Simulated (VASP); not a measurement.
# Ag(110), as cut: electronic structure

Wanted: what it costs to take an electron out of Ag(110), held as cut.

Main program and level: VASP 6.6.1; PBE; plane waves and PAW (Ag).

## (1) Starting point

The cell holds 7 atoms: 7 Ag. Cell: a = 4.090 Å, b = 2.892 Å, c = 26.676 Å, α = 90.0°, β = 90.0°, γ = 90.0°. Vacuum lies along c.

## (2) Potential and states of the slab

A static run writes the electrostatic potential without exchange and correlation (LVHAR), which is flat in the vacuum and gives the level to count from. The dipole correction cancels the field that unlike faces would set up across the vacuum.

Input file INCAR:

```
SYSTEM = Ag
PREC = Normal
ENCUT = 300
EDIFF = 1E-06
NELM = 120
ISMEAR = -1
SIGMA = 0.1
LREAL = .FALSE.
ALGO = Fast
GGA = PE
NBANDS = 58
LORBIT = 11
LWAVE = .FALSE.
LCHARG = .TRUE.
IDIPOL = 3
LDIPOL = .TRUE.
DIPOL = 0.5 0.5 0.5
LVHAR = .TRUE.
LVACPOTAV = .TRUE.
LELF = .TRUE.
NEDOS = 1500
```

Input file POSCAR:

```
Ag
1.0
    4.0900000000      0.0000000000      0.0000000000
    0.0000000000      2.8920667351      0.0000000000
    0.0000000000      0.0000000000     26.6762002052
Ag
7
Direct
    0.0000000000      0.0000000000      0.3373793843
    0.5000000000      0.5000000000      0.3915862562
    0.0000000000      0.0000000000      0.4457931281
    0.5000000000      0.5000000000      0.5000000000
    0.0000000000      0.0000000000      0.5542068719
    0.5000000000      0.5000000000      0.6084137438
    0.0000000000      0.0000000000      0.6626206157
```

Input file KPOINTS:

```
Automatic mesh
0
Gamma
12 18 1
0 0 0
```

Input file KPOINTS_OPT:

```
Line mode
14
Line-mode
Reciprocal
  0.00000000   0.00000000   0.00000000 GAMMA
 -0.50000000   0.00000000   0.00000000 X

 -0.50000000   0.00000000   0.00000000 X
 -0.50000000  -0.50000000   0.00000000 S

 -0.50000000  -0.50000000   0.00000000 S
  0.00000000  -0.50000000   0.00000000 Y

  0.00000000  -0.50000000   0.00000000 Y
  0.00000000   0.00000000   0.00000000 GAMMA

  0.00000000   0.00000000   0.00000000 GAMMA
 -0.50000000  -0.50000000   0.00000000 S
```

Potentials, in the order of the species: Ag (PBE family, release 64).

On the command line:

```console
> mpirun -np 2 vasp_std
```

Output:

```text
[banner, memory and clock lines left out]
running    2 mpi-ranks, on    1 nodes
 distrk:  each k-point on    2 cores,    1 groups
 distr:  one band on    1 cores,    2 groups

 POSCAR found type information on POSCAR Ag
 POSCAR found :  1 types and       7 ions
 LDA part: xc-table for (Slater+PW92), standard interpolation
 POSCAR, INCAR and KPOINTS ok, starting setup
 FFT: planning ... GRIDC
 FFT: planning ... GRID_SOFT
 FFT: planning ... GRID
 WAVECAR not read
 entering main loop
       N       E                     dE             d eps       ncg     rms          rms(c)
DAV:   1     0.343794630623E+03    0.34379E+03   -0.26514E+04  8632   0.740E+02
DAV:   2    -0.103645720337E+02   -0.35416E+03   -0.33667E+03  8908   0.209E+02
DAV:   3    -0.192156000299E+02   -0.88510E+01   -0.87695E+01  9314   0.348E+01
DAV:   4    -0.192939959016E+02   -0.78396E-01   -0.78379E-01  9786   0.332E+00
DAV:   5    -0.192954481250E+02   -0.14522E-02   -0.14522E-02  9426   0.423E-01    0.121E+01
RMM:   6    -0.178496718570E+02    0.14458E+01   -0.41800E+00  8192   0.909E+00    0.797E+00
RMM:   7    -0.177930836364E+02    0.56588E-01   -0.21109E-01  8994   0.171E+00    0.416E+00
RMM:   8    -0.177810210757E+02    0.12063E-01   -0.20886E-02  9025   0.600E-01    0.308E-01
RMM:   9    -0.177794791367E+02    0.15419E-02   -0.38293E-03  9304   0.253E-01    0.992E-02
RMM:  10    -0.177792800635E+02    0.19907E-03   -0.40202E-04  9422   0.801E-02    0.642E-02
RMM:  11    -0.177791359641E+02    0.14410E-03   -0.16825E-04  9710   0.489E-02    0.241E-02
RMM:  12    -0.177791216292E+02    0.14335E-04   -0.49770E-05  9842   0.266E-02    0.133E-02
RMM:  13    -0.177792343622E+02   -0.11273E-03   -0.24248E-05 10068   0.170E-02    0.108E-02
RMM:  14    -0.177793593267E+02   -0.12496E-03   -0.12615E-05  9705   0.991E-03    0.592E-03
RMM:  15    -0.177794777477E+02   -0.11842E-03   -0.44699E-06  8123   0.696E-03    0.284E-03
RMM:  16    -0.177795187712E+02   -0.41024E-04   -0.15871E-06  7733   0.381E-03    0.201E-03
RMM:  17    -0.177795547705E+02   -0.35999E-04   -0.13591E-06  7741   0.324E-03    0.961E-04
RMM:  18    -0.177795597467E+02   -0.49762E-05   -0.16562E-07  6577   0.123E-03    0.601E-04
RMM:  19    -0.177795622697E+02   -0.25230E-05   -0.81244E-08  5025   0.801E-04    0.281E-04
RMM:  20    -0.177795642516E+02   -0.19819E-05   -0.53096E-08  5186   0.851E-04    0.208E-04
RMM:  21    -0.177795667924E+02   -0.25408E-05   -0.26955E-08  4870   0.750E-04    0.153E-04
RMM:  22    -0.177795676073E+02   -0.81485E-06   -0.60874E-09  4187   0.589E-04
|                                                                             |
|           W    W    AA    RRRRR   N    N  II  N    N   GGGG   !!!           |
|           W    W   A  A   R    R  NN   N  II  NN   N  G    G  !!!           |
|           W    W  A    A  R    R  N N  N  II  N N  N  G       !!!           |
|           W WW W  AAAAAA  RRRRR   N  N N  II  N  N N  G  GGG   !            |
|           WW  WW  A    A  R   R   N   NN  II  N   NN  G    G                |
|           W    W  A    A  R    R  N    N  II  N    N   GGGG   !!!           |
|                                                                             |
|     Did not find any points to average over, which means that no vacuum     |
|     field-free region was found. Please increase the size of  your cell     |
|     in the dimension of the dipole correction to obtain accurate            |
|     workfunction values.                                                    |
|                                                                             |

   1 F= -.17779568E+02 E0= -.17746287E+02  d E =-.665607E-01
 Start KPOINTS_OPT (optional k-point list driver)
k-point batch [1-70\70]
       N       E                     dE             ncg
DAV:   1     0.535869639927E+04   -0.91213E+05     8850
DAV:   2    -0.183362937740E+05   -0.23695E+05     8976
DAV:   3    -0.188946884027E+05   -0.55839E+03     9354
DAV:   4    -0.188997050027E+05   -0.50166E+01    10322
DAV:   5    -0.188997732381E+05   -0.68235E-01     9368
DAV:   6    -0.188997760116E+05   -0.27735E-02    10734
DAV:   7    -0.188997760899E+05   -0.78266E-04     8142
DAV:   8    -0.188997760933E+05   -0.34427E-05     6062
DAV:   9    -0.188997760939E+05   -0.58165E-06     5216
```

The job ended after 3.2 min (2 MPI ranks of AMD EPYC 9R45, shared host; peak memory 0.83 GiB).

Lines that name or quote the potential files are left out of all logs, and their timing lines are given in words.

OUTCAR, selected parts (step 2):

```text
ion  position               nearest neighbor table
   1  0.000  0.000  0.337-   3 2.89   2 2.89   2 2.89   2 2.89   2 2.89
   2  0.500  0.500  0.392-   4 2.89   3 2.89   1 2.89   1 2.89   3 2.89   1 2.89   3 2.89   1 2.89
                             3 2.89
   3  0.000  0.000  0.446-   1 2.89   5 2.89   4 2.89   2 2.89   2 2.89   4 2.89   2 2.89   4 2.89
                             2 2.89   4 2.89
   4  0.500  0.500  0.500-   2 2.89   6 2.89   5 2.89   3 2.89   3 2.89   5 2.89   3 2.89   5 2.89
                             3 2.89   5 2.89
   5  0.000  0.000  0.554-   3 2.89   7 2.89   6 2.89   4 2.89   4 2.89   6 2.89   4 2.89   6 2.89
                             4 2.89   6 2.89
   6  0.500  0.500  0.608-   4 2.89   5 2.89   7 2.89   5 2.89   7 2.89   5 2.89   7 2.89   5 2.89
                             7 2.89
   7  0.000  0.000  0.663-   5 2.89   6 2.89   6 2.89   6 2.89   6 2.89

  LATTYP: Found a simple orthorhombic cell.
 ALAT       =     2.8920667351
 B/A-ratio  =     1.4142135624
 C/A-ratio  =     9.2239227683

 Subroutine GETGRP returns: Found  8 space group operations
 (whereof  8 operations were pure point group operations)

The static configuration has the point symmetry D_2h.

 Found     70 irreducible k-points:

   k-points           NKPTS =     70   k-points in BZ     NKDIM =     70   number of bands    NBANDS=     58

   dimension x,y,z NGX =    18 NGY =   12 NGZ =  120
   dimension x,y,z NGXF=    36 NGYF=   24 NGZF=  240

   ENCUT  =  300.0 eV  22.05 Ry    4.70 a.u.   5.78  4.08 37.67*2*pi/ulx,y,z

   NELECT =      77.0000    total number of electrons

 k-points in reciprocal lattice and weights: Automatic mesh
   0.00000000  0.00000000  0.00000000       0.005
   0.08333333  0.00000000  0.00000000       0.009
   0.16666667  0.00000000  0.00000000       0.009
   0.25000000  0.00000000  0.00000000       0.009
   0.33333333  0.00000000  0.00000000       0.009
   0.41666667  0.00000000  0.00000000       0.009
   0.50000000  0.00000000  0.00000000       0.005
   0.00000000  0.05555556  0.00000000       0.009
   0.08333333  0.05555556  0.00000000       0.019
[...]
0.41666667  0.50000000  0.00000000       0.009
   0.50000000  0.50000000  0.00000000       0.005

 dipolmoment           0.000000      0.000000     -0.000000 electrons x Angstroem

 average (electrostatic) potential at core
       1 -78.1653       2 -78.5070       3 -78.5443       4 -78.5894       5 -78.5443
       6 -78.5070       7 -78.1653

 E-fermi :   0.6438

 k-point     1 :       0.0000    0.0000    0.0000
  band No.  band energies     occupation
    ...
     35      -2.3635      2.00000
     36      -2.2686      2.00000
     37      -2.1554      2.00000
     38      -2.1503      2.00000
     39      -0.7346      2.00000
     40       1.0616      0.03018
     41       2.8847      0.00000
     42       2.9595      0.00000
     43       4.3796      0.00000
     44       4.5129      0.00000
    ...

 k-point     2 :       0.0833    0.0000    0.0000
  band No.  band energies     occupation
    ...
     35      -2.4021      2.00000
     36      -2.2575      2.00000
     37      -2.1826      2.00000
     38      -2.1574      2.00000
     39      -0.7048      2.00000
     40       1.1060      0.01946
     41       2.3843      0.00000
     42       3.0007      0.00000
     43       3.8991      0.00000
     44       4.4369      0.00000
    ...

 k-point     3 :       0.1667    0.0000    0.0000
  band No.  band energies     occupation
    ...
     35      -2.3978      2.00000
     36      -2.2540      2.00000
     37      -2.2463      2.00000
     38      -2.1760      2.00000
     39      -0.6094      1.99999
     40       1.1838      0.00899
     41       1.3812      0.00125
     42       2.7188      0.00000
     43       3.1003      0.00000
     44       4.2473      0.00000
    ...

  Total        0.7457963      1.0532832      1.2390628      0.0000000      0.0000000      0.0000000
  in kB        3.7868250      5.3481078      6.2914149      0.0000000      0.0000000      0.0000000
  external PRESSURE =       5.1421159 kB  Pullay stress =       0.0000000 kB

  energy-cutoff  :      300.00
  volume of cell :      315.54
      direct lattice vectors                 reciprocal lattice vectors
     4.090000000  0.000000000  0.000000000     0.244498778  0.000000000  0.000000000
     0.000000000  2.892066735  0.000000000     0.000000000  0.345773487  0.000000000
     0.000000000  0.000000000 26.676200205     0.000000000  0.000000000  0.037486598

 POSITION                                       TOTAL-FORCE (eV/Angst)
 -----------------------------------------------------------------------------------
      0.00000      0.00000      9.00000         0.000000     -0.000000      0.056418
      2.04500      1.44603     10.44603         0.000000      0.000000     -0.323422
      0.00000      0.00000     11.89207         0.000000     -0.000000     -0.028184
      2.04500      1.44603     13.33810         0.000000      0.000000     -0.000000
      0.00000      0.00000     14.78413        -0.000000      0.000000      0.028184
      2.04500      1.44603     16.23017         0.000000      0.000000      0.323422
      0.00000      0.00000     17.67620         0.000000      0.000000     -0.056418
 -----------------------------------------------------------------------------------
    total drift:                                0.000000      0.000000     -0.000000

  FREE ENERGIE OF THE ION-ELECTRON SYSTEM (eV)
  ---------------------------------------------------
  free  energy   TOTEN  =       -17.7795676073 eV

  energy  without entropy=      -17.7130068820  energy(sigma->0) =      -17.74628724

 vacuum level on the upper side and lower side of the slab         4.768         4.768

 total charge
# of ion       s       p       d       tot
------------------------------------------
    1        0.421   0.166   9.195   9.782
    2        0.417   0.275   9.147   9.839
    3        0.419   0.292   9.153   9.864
    4        0.416   0.301   9.144   9.861
    5        0.419   0.292   9.153   9.864
    6        0.417   0.275   9.147   9.839
    7        0.421   0.166   9.195   9.782
--------------------------------------------------
tot          2.929   1.768  64.135  68.832

[... 3 further parts left out ...]
```

This run has no spin polarisation. Its electron count is odd, so without a moment it is a metal by construction.

Numbers from this step:

```
electronic cycles                               : 22
electrons                                       : 77
free energy (TOTEN)                             : -17.78 eV
energy at zero smearing                         : -17.75 eV
Fermi energy                                    : 0.6438 eV
labelled metallic, from the levels on this mesh : yes
DOS at the Fermi level                          : 2.055 states/eV/cell
dipole moment                                   : 0, 0, 0 e·Å
vacuum levels                                   : 4.768, 4.768 eV
work functions of the upper and lower face      : 4.124, 4.124 eV
```

Electronic bands along the path, in eV, zero at the Fermi level; # counts the bands kept:

| point | #36 | #37 | #38 | #39 | #40 | #41 | #42 | #43 |
| --- | --- | --- | --- | --- | --- | --- | --- | --- |
| Γ | -2.91 | -2.80 | -2.79 | -1.38 | 0.42 | 2.24 | 2.32 | 3.74 |
| 0.46 of the way | -2.96 | -2.90 | -2.83 | -1.13 | -0.23 | 0.77 | 1.13 | 2.49 |
| X | -2.97 | -2.94 | -2.59 | -2.15 | -1.52 | -0.71 | 0.09 | 1.05 |
| 0.46 of the way | -2.03 | -1.88 | -1.16 | -0.80 | 0.05 | 0.78 | 1.96 | 2.14 |
| S | 0.22 | 0.29 | 1.71 | 1.93 | 3.52 | 3.65 | 3.67 | 3.92 |
| 0.54 of the way | -0.18 | -0.16 | 0.77 | 0.77 | 1.94 | 2.05 | 2.87 | 4.52 |
| Y | -0.37 | -0.37 | 0.20 | 0.26 | 0.99 | 1.30 | 1.81 | 4.12 |
| 0.54 of the way | -2.84 | -2.83 | -2.47 | -0.60 | 1.40 | 3.33 | 4.35 | 4.68 |
| Γ | -2.91 | -2.80 | -2.79 | -1.38 | 0.42 | 2.24 | 2.32 | 3.74 |
| 0.46 of the way | -2.98 | -2.86 | -1.75 | 0.02 | 1.39 | 1.98 | 2.44 | 3.75 |
| S | 0.22 | 0.29 | 1.71 | 1.93 | 3.52 | 3.65 | 3.67 | 3.92 |

The density of states has structure finer than the step of the table below, so its rows give means over 0.5 eV, whole bins alone (the curve runs from -8.40 to 7.93 eV). Peaks (eV: height): total -3.15: 25.8; Ag s -5.98: 1.17, -1.21: 0.409, 4.71: 0.639, 7.26: 0.632; Ag p -4.37: 0.462, 2.22: 0.763, 6.32: 0.703, 7.13: 0.707; Ag d -3.15: 24.5.

Means over bins of 0.067 eV. Density of states against energy, zero at the Fermi level; means over each step; values in states/eV/cell:

| energy (eV) | total | Ag s | Ag p | Ag d |
| --- | --- | --- | --- | --- |
| -8.0 | 0.00342 | 0.00181 | 1.3e-5 | 0 |
| -7.5 | 0.165 | 0.0879 | 0.00336 | 0.00141 |
| -7.0 | 0.501 | 0.248 | 0.0170 | 0.0244 |
| -6.5 | 2.30 | 0.510 | 0.0620 | 1.13 |
| -6.0 | 12.9 | 1.08 | 0.237 | 9.43 |
| -5.5 | 16.8 | 0.722 | 0.348 | 13.3 |
| -5.0 | 19.7 | 0.399 | 0.367 | 16.8 |
| -4.5 | 23.7 | 0.377 | 0.440 | 20.8 |
| -4.0 | 22.8 | 0.270 | 0.362 | 20.5 |
| -3.5 | 23.8 | 0.184 | 0.222 | 22.2 |
| -3.0 | 20.6 | 0.203 | 0.137 | 19.4 |
| -2.5 | 3.52 | 0.292 | 0.138 | 2.65 |
| -2.0 | 1.45 | 0.270 | 0.163 | 0.628 |
| -1.5 | 1.64 | 0.329 | 0.225 | 0.574 |
| -1.0 | 1.85 | 0.375 | 0.283 | 0.542 |
| -0.5 | 1.81 | 0.356 | 0.332 | 0.460 |
| 0.0 | 1.99 | 0.340 | 0.444 | 0.421 |
| 0.5 | 2.04 | 0.332 | 0.463 | 0.384 |
| 1.0 | 2.38 | 0.360 | 0.571 | 0.421 |
| 1.5 | 2.36 | 0.352 | 0.581 | 0.359 |
| 2.0 | 2.49 | 0.306 | 0.690 | 0.363 |
| 2.5 | 2.53 | 0.278 | 0.683 | 0.339 |
| 3.0 | 2.02 | 0.199 | 0.579 | 0.285 |
| 3.5 | 1.93 | 0.206 | 0.532 | 0.281 |
| 4.0 | 2.39 | 0.355 | 0.480 | 0.336 |
| 4.5 | 3.81 | 0.589 | 0.508 | 0.415 |
| 5.0 | 4.22 | 0.603 | 0.578 | 0.440 |
| 5.5 | 4.05 | 0.512 | 0.565 | 0.410 |
| 6.0 | 4.39 | 0.472 | 0.624 | 0.399 |
| 6.5 | 4.65 | 0.489 | 0.631 | 0.390 |
| 7.0 | 5.09 | 0.550 | 0.630 | 0.441 |
| 7.5 | 5.07 | 0.590 | 0.596 | 0.434 |

The planar average of the electrostatic potential oscillates, so the rows of the table below give means over windows of 1.45 Å about each position, cut where the curve ends. Its maxima inside the range that stand out by 2 % of the span (Å: eV): 9.7: -6.38, 11.1: -6.58, 12.6: -6.58, 14.1: -6.58, 15.6: -6.58, 17.0: -6.38. Its minima: 9.0: -9.76, 10.4: -10.3, 11.9: -10.3, 13.3: -10.3, 14.8: -10.3, 16.2: -10.3, 17.7: -9.76.

Zero at the Fermi level. Table of planar average of the electrostatic potential by height; means over each step:

height (Å), planar average of the electrostatic potential (eV) and a bar from the least value:
```
     0.72        4.1 ##############################
     2.17        4.1 ##############################
     3.62        4.1 ##############################
     5.07        4.1 ##############################
     6.52        4.0 ##############################
     7.97        0.4 #####################
     9.42       -8.1 #
    10.87       -8.4 
    12.32       -8.4 
    13.77       -8.4 
    15.22       -8.4 
    16.67       -8.3 
    18.12       -4.6 #########
    19.57        3.8 #############################
    21.02        4.1 ##############################
    22.47        4.1 ##############################
    23.92        4.1 ##############################
    25.37        4.1 ##############################
```

Density of states in the PAW spheres, an atom over height of the layer and energy from the Fermi level.

Ten even steps from '_' (0.00 states/eV) to '@' (4.39 states/eV), each cell a mean:
```
______________
______________
______________
______________
______________
______________
______________
______________
--::::::::::--
%%##******##%%
@@**********@@
@@++**++**++@@
%%**********%%
**##**##**##**
==**++++++**==
::++++==++++::
..==******==..
__..::--::..__
______________
______________
______________
______________
```
Columns: height of the layer (Å) from 9 to 17.7; rows upwards: energy from the Fermi level (eV) from -7.9 to 0.5.

Force by atom:

| atom | x (eV/Å) | y (eV/Å) | z (eV/Å) | size |
| --- | --- | --- | --- | --- |
| Ag1 | 0.000 | 0.000 | 0.056 | 0.056 |
| Ag2 | 0.000 | 0.000 | -0.323 | 0.323 |
| Ag3 | 0.000 | 0.000 | -0.028 | 0.028 |
| Ag4 | 0.000 | 0.000 | 0.000 | 0.000 |
| Ag5 | 0.000 | 0.000 | 0.028 | 0.028 |
| Ag6 | 0.000 | 0.000 | 0.323 | 0.323 |
| Ag7 | 0.000 | 0.000 | -0.056 | 0.056 |

Valence density in the ca plane at fractional y = 0.000, with atoms of Ag within 0.2 Å of it. It is the smooth field of the valence electrons, not physical close to the nuclei.

Ten steps, logarithmic in the rise over the least value, from '0' (0.0 e/Å³) to '9' (6.6 e/Å³), each cell a mean:
```
00125899853358998533589985335899852100000000
00013677642246776422467764224677631000000000
00012344332233443322334433223344321000000000
00001122222222222222222222222222110000000000
00000111222222222222222222222211100000000000
00000011222222112222221122222211000000000000
00000112222222222222222222222221100000000000
00001233322223333222233332222333210000000000
00013466532235665322356653223566421000000000
00024788743347887433478874335788742000000000
00125899853358998533589985335899852100000000
```
Columns run along c (16.0 Å, from fractional 0.25 to 0.85 of the cell), rows up along a (4.1 Å). Atoms in or near the plane, at fractional coordinates: Ag at (0.34, 0.00), Ag at (0.45, 0.00), Ag at (0.55, 0.00), Ag at (0.66, 0.00).

ELF in the ca plane at fractional y = 0.000, with atoms of Ag within 0.2 Å of it. It is the smooth field of the valence electrons, not physical close to the nuclei.

Values, 6 rows by 16 columns, each cell a mean:
```
0.09 0.21 0.09 0.22 0.19 0.10 0.21 0.19 0.12 0.20 0.19 0.14 0.16 0.11 0.00 0.00
0.08 0.16 0.22 0.20 0.19 0.21 0.20 0.20 0.21 0.19 0.21 0.21 0.11 0.10 0.02 0.00
0.12 0.08 0.16 0.19 0.18 0.17 0.18 0.18 0.17 0.18 0.18 0.13 0.06 0.15 0.00 0.00
0.11 0.10 0.16 0.19 0.18 0.17 0.19 0.18 0.17 0.19 0.18 0.14 0.08 0.07 0.00 0.00
0.09 0.19 0.23 0.20 0.20 0.23 0.20 0.21 0.22 0.19 0.22 0.23 0.13 0.06 0.00 0.00
0.11 0.20 0.03 0.21 0.17 0.04 0.21 0.16 0.06 0.20 0.15 0.09 0.17 0.13 0.00 0.00
```
Columns run along c (16.0 Å, from fractional 0.25 to 0.85 of the cell), rows up along a (4.1 Å). Atoms in or near the plane, at fractional coordinates: Ag at (0.34, 0.00), Ag at (0.45, 0.00), Ag at (0.55, 0.00), Ag at (0.66, 0.00).

Electrostatic potential energy in the ca plane at fractional y = 0.000, with atoms of Ag within 0.2 Å of it. With pseudopotentials it is smooth inside the atoms' cores, unlike the true potential.

Ten even steps from '0' (-62 eV) to '9' (5 eV), each cell a mean:
```
99997200279962002799620027996200279999999999
99998533589985335899853358998533589999999999
99999888899998888999988889999888899999999999
99999999999999999999999999999999999999999999
99999999999999999999999999999999999999999999
99999999999999999999999999999999999999999999
99999999999999999999999999999999999999999999
99999999999999999999999999999999999999999999
99999755799997557999975579999755799999999999
99997311379973113799731137997311389999999999
99996100169961001699610016996100169999999999
```
Columns run along c (16.0 Å, from fractional 0.25 to 0.85 of the cell; values clipped at the 3rd and 97th percentile), rows up along a (4.1 Å). Atoms in or near the plane, at fractional coordinates: Ag at (0.34, 0.00), Ag at (0.45, 0.00), Ag at (0.55, 0.00), Ag at (0.66, 0.00).

Only the dipole across the slab is computed (IDIPOL = 3); zeros along the plane are no results.

The map of layer states is cut here 0.5 eV above the Fermi level, so it leaves out the states above that.

The vacuum level lies 4.12 eV above the Fermi level at the upper face; both faces agree, as the slab has next to no dipole.

The program found no field-free point at its default tolerance, but its printed level agrees with the flat part of the planar average.

On this mesh the fine structure of the density of states is sampling noise, and high empty states may be cut by the number of bands.

[end of part 1 of 3]

[Lines on the potential files, build, host, timing and source positions are cut from VASP's logs without a mark.]

[Logs are printed without paths, hosts, clocks, repeated set-up lines and the standing remarks that a program may print on its own settings, such as how far it seeks lower states.]

[Hosts, paths, dates, database ids (printed as entryN), source tags and the programs' standing remarks are cut or masked in the printed files.]

[In band tables of VASP the shares of atoms and orbitals are scaled to a sum of 1 inside the atoms' spheres.]

[Runs that stopped without an error message from VASP are left out.]
